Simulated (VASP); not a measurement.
Computed with PBE GGA, VASP's PBE PAW potentials (set 64) (plane waves; VASP).

The input files of a VASP run:

POSCAR:
```
Rh
1
    0.0000000000     1.9115416093     1.9115416093
    1.9115416093     0.0000000000     1.9115416093
    1.9115416093     1.9115416093     0.0000000000
Rh
1
Direct
  0.0000000000   0.0000000000   0.0000000000
```

**KPOINTS**
```
kpoints
0
gamma
 16 16 16
```

INCAR:
```
SYSTEM = Rh
PREC = Accurate
ENCUT = 480
EDIFF = 1E-7
NELM = 100
ALGO = Normal
LREAL = .FALSE.
LASPH = .TRUE.
ISMEAR = 1
SIGMA = 0.1
GGA = PE
LMAXMIX = 4
LWAVE = .FALSE.
LCHARG = .FALSE.
ISIF = 3
IBRION = 2
NSW = 40
EDIFFG = -0.01
PSTRESS = 300
```

POTCAR, in this order: Rh_pv (PBE.64 set). Program: vasp_std.

What VASP printed:

OSZICAR:
```
       N       E                     dE             d eps       ncg     rms          rms(c)
DAV:   1     0.106874856744E+03    0.10687E+03   -0.90239E+03  3217   0.137E+03
DAV:   2    -0.633785462750E+01   -0.11321E+03   -0.10851E+03  3286   0.372E+02
DAV:   3    -0.774787391281E+01   -0.14100E+01   -0.14045E+01  3697   0.470E+01
DAV:   4    -0.775635775080E+01   -0.84838E-02   -0.84831E-02  3478   0.381E+00
DAV:   5    -0.775648981128E+01   -0.13206E-03   -0.13206E-03  3624   0.441E-01    0.974E+00
DAV:   6    -0.727620159690E+01    0.48029E+00   -0.11650E+00  3325   0.159E+01    0.337E+00
DAV:   7    -0.726074360932E+01    0.15458E-01   -0.20362E-02  3556   0.181E+00    0.165E+00
DAV:   8    -0.725731827988E+01    0.34253E-02   -0.33194E-03  3325   0.913E-01    0.173E-01
DAV:   9    -0.725720983475E+01    0.10845E-03   -0.93630E-05  3691   0.158E-01    0.161E-02
DAV:  10    -0.725721374050E+01   -0.39058E-05   -0.34828E-06  3469   0.273E-02    0.229E-03
DAV:  11    -0.725721374901E+01   -0.85042E-08   -0.25799E-07  3583   0.721E-03
   1 F= -.46414896E+01 E0= -.46414007E+01  d E =-.464149E+01
       N       E                     dE             d eps       ncg     rms          rms(c)
DAV:   1    -0.389719415870E+02   -0.31715E+02   -0.52814E+02  3295   0.349E+02    0.108E+02
DAV:   2    -0.788144364687E+01    0.31090E+02   -0.50921E+01  3232   0.129E+02    0.142E+01
DAV:   3    -0.468461625222E+01    0.31968E+01   -0.66570E+00  3421   0.420E+01    0.190E+01
DAV:   4    -0.467171105831E+01    0.12905E-01   -0.21346E-01  3634   0.663E+00    0.666E+00
DAV:   5    -0.469848148071E+01   -0.26770E-01   -0.49828E-02  3616   0.312E+00    0.860E-01
DAV:   6    -0.469718893416E+01    0.12925E-02   -0.41411E-03  3601   0.811E-01    0.222E-01
DAV:   7    -0.469712059464E+01    0.68340E-04   -0.10015E-04  3658   0.165E-01    0.280E-02
DAV:   8    -0.469712096459E+01   -0.36994E-06   -0.50931E-06  3694   0.346E-02    0.131E-02
DAV:   9    -0.469712218125E+01   -0.12167E-05   -0.10863E-07  2437   0.566E-03    0.144E-03
DAV:  10    -0.469712236033E+01   -0.17908E-06   -0.10138E-08  2153   0.174E-03    0.265E-04
DAV:  11    -0.469712235277E+01    0.75520E-08   -0.29478E-09  2036   0.944E-04
   2 F= -.29142152E+01 E0= -.29141227E+01  d E =0.172727E+01
       N       E                     dE             d eps       ncg     rms          rms(c)
DAV:   1    -0.313912231330E+02   -0.26694E+02   -0.47223E+02  3340   0.394E+02    0.539E+01
DAV:   2    -0.754307847451E+01    0.23848E+02   -0.56843E+01  3271   0.102E+02    0.333E+01
DAV:   3    -0.708710596458E+01    0.45597E+00   -0.15700E+00  3741   0.182E+01    0.207E+01
DAV:   4    -0.715196516660E+01   -0.64859E-01   -0.10992E-01  3636   0.435E+00    0.721E+00
DAV:   5    -0.717672440092E+01   -0.24759E-01   -0.23672E-02  3616   0.215E+00    0.949E-01
DAV:   6    -0.717551368965E+01    0.12107E-02   -0.99338E-04  3397   0.458E-01    0.129E-01
DAV:   7    -0.717549533742E+01    0.18352E-04   -0.24418E-05  3660   0.714E-02    0.514E-02
DAV:   8    -0.717548880861E+01    0.65288E-05   -0.11967E-06  3553   0.185E-02    0.516E-03
DAV:   9    -0.717548839553E+01    0.41308E-06   -0.11043E-07  2372   0.506E-03    0.162E-03
DAV:  10    -0.717548853612E+01   -0.14059E-06   -0.93294E-09  1799   0.145E-03    0.319E-04
DAV:  11    -0.717548854328E+01   -0.71541E-08   -0.11840E-09  1763   0.448E-04
   3 F= -.47510649E+01 E0= -.47509673E+01  d E =-.109575E+00
       N       E                     dE             d eps       ncg     rms          rms(c)
DAV:   1    -0.717401687032E+01    0.14717E-02   -0.19805E-01  3355   0.750E+00    0.878E-01
DAV:   2    -0.716086996686E+01    0.13147E-01   -0.30294E-02  3304   0.269E+00    0.146E-01
DAV:   3    -0.716075207822E+01    0.11789E-03   -0.48053E-04  3508   0.307E-01    0.817E-02
DAV:   4    -0.716081101019E+01   -0.58932E-04   -0.99068E-05  3397   0.144E-01    0.583E-03
DAV:   5    -0.716081001702E+01    0.99317E-06   -0.14798E-06  3679   0.174E-02    0.375E-03
DAV:   6    -0.716080807745E+01    0.19396E-05   -0.14630E-07  2614   0.606E-03    0.305E-04
DAV:   7    -0.716080814763E+01   -0.70177E-07   -0.51568E-09  1745   0.112E-03
   4 F= -.47525628E+01 E0= -.47524622E+01  d E =-.111073E+00
       N       E                     dE             d eps       ncg     rms          rms(c)
DAV:   1    -0.715614205492E+01    0.46660E-02   -0.59231E-02  3346   0.411E+00    0.478E-01
DAV:   2    -0.715222967478E+01    0.39124E-02   -0.90193E-03  3304   0.147E+00    0.813E-02
DAV:   3    -0.715219680917E+01    0.32866E-04   -0.14451E-04  3490   0.169E-01    0.449E-02
DAV:   4    -0.715221888635E+01   -0.22077E-04   -0.29166E-05  3388   0.784E-02    0.311E-03
DAV:   5    -0.715221842523E+01    0.46112E-06   -0.43200E-07  3658   0.928E-03    0.203E-03
DAV:   6    -0.715221751424E+01    0.91099E-06   -0.38029E-08  1979   0.311E-03    0.172E-04
DAV:   7    -0.715221754174E+01   -0.27497E-07   -0.13184E-09  1667   0.535E-04
   5 F= -.47527801E+01 E0= -.47526778E+01  d E =-.111290E+00
```

### OUTCAR
```
------------------------ aborting loop because EDIFF is reached ----------------------------------------
  FORCE on cell =-STRESS in cart. coord.  units (eV):
  Direction    XX          YY          ZZ          XY          YZ          ZX
  --------------------------------------------------------------------------------------
  Total        2.3998601      2.3998601      2.3998601     -0.0000000      0.0000000      0.0000000
  in kB      300.0528463    300.0528463    300.0528463     -0.0000000      0.0000000      0.0000000
  external PRESSURE =       0.0528463 kB  Pullay stress =     300.0000000 kB
  volume of cell :       12.81
      direct lattice vectors                 reciprocal lattice vectors
     0.000000000  1.857332194  1.857332194    -0.269203324  0.269203324  0.269203324
     1.857332194 -0.000000000  1.857332194     0.269203324 -0.269203324  0.269203324
     1.857332194  1.857332194 -0.000000000     0.269203324  0.269203324 -0.269203324
 POSITION                                       TOTAL-FORCE (eV/Angst)
 -----------------------------------------------------------------------------------
      0.00000     -0.00000      0.00000        -0.000000      0.000000     -0.000000
 -----------------------------------------------------------------------------------
    total drift:                               -0.000000     -0.000000     -0.000000
  FREE ENERGIE OF THE ION-ELECTRON SYSTEM (eV)
  ---------------------------------------------------
  free  energy   TOTEN  =        -7.1522175417 eV

  energy  without entropy=       -7.1519105808  energy(sigma->0) =       -7.15211522
  enthalpy is  TOTEN    =        -4.7527801215 eV   P V=        2.3994374202

 reached required accuracy - stopping structural energy minimisation
```
(Selected blocks of OUTCAR.)

### CONTCAR
```
Rh
   1.00000000000000
     0.0000000000000000    1.8573321935863896    1.8573321935863896
     1.8573321935863896   -0.0000000000000000    1.8573321935863896
     1.8573321935863896    1.8573321935863896   -0.0000000000000000
  Rh
     1
Direct
     0.0000000000000000    0.0000000000000000    0.0000000000000000
```

Energy and stress use the plane-wave basis of the starting cell.

The compound is Rh in the fcc structure. This run relaxes it under an external pressure of 30 GPa. Symmetry was kept, so distortions that lower it aren't found.
